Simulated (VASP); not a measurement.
All values below come from PBE GGA, VASP's PBE PAW potentials (set 64) (plane waves; VASP).

VASP ran on this input.

**INCAR**
```
# general
SYSTEM = Ca
PREC   = Accurate
ENCUT  = 400
LREAL  = .FALSE.
LASPH  = .TRUE.

# electronic loop
EDIFF  = 1E-6
NELM   = 100
ALGO   = Normal

# smearing
ISMEAR = 1
SIGMA  = 0.1

# functional
GGA    = PE

# ions
ISIF   = 2

# output
LWAVE  = .FALSE.
LCHARG = .FALSE.
```

### POSCAR
```
Ca
1
    0.0000000000     2.8458000000     2.8458000000
    2.8458000000     0.0000000000     2.8458000000
    2.8458000000     2.8458000000     0.0000000000
Ca
1
Direct
  0.0000000000   0.0000000000   0.0000000000
```

### KPOINTS
```
Automatic mesh
0
Gamma
10 10 10
0 0 0
```

POTCAR, in this order: Ca_sv (PBE.64 set). Program: vasp_std.

Q: Estimate the energy per atom (σ→0), pressure, band gap (on the k-mesh).

A: 
The energy per atom (σ→0) is -1.915 eV/atom and the band gap (on the k-mesh) is none (metal, semimetal or under 0.01 eV). The pressure is -13.6 kbar.

### OSZICAR
```
...
DAV:   4    -0.191918423336E+01   -0.23846E-01   -0.23850E-01  1304   0.373E+00
DAV:   5    -0.191968405174E+01   -0.49982E-03   -0.49971E-03  1314   0.301E-01    0.228E+00
DAV:   6    -0.191591815752E+01    0.37659E-02   -0.10547E-02  1161   0.130E+00    0.139E+00
DAV:   7    -0.191562613326E+01    0.29202E-03   -0.16352E-02  1026   0.176E+00    0.102E-01
DAV:   8    -0.191524958435E+01    0.37655E-03   -0.20261E-03  1028   0.469E-01    0.214E-02
DAV:   9    -0.191526654002E+01   -0.16956E-04   -0.14551E-04  1405   0.887E-02    0.580E-03
DAV:  10    -0.191526630858E+01    0.23144E-06   -0.96211E-06  1090   0.347E-02
   1 F= -.19152663E+01 E0= -.19154038E+01  d E =0.412423E-03
```

The compound is Ca in the fcc structure. The cell was not relaxed at this level.
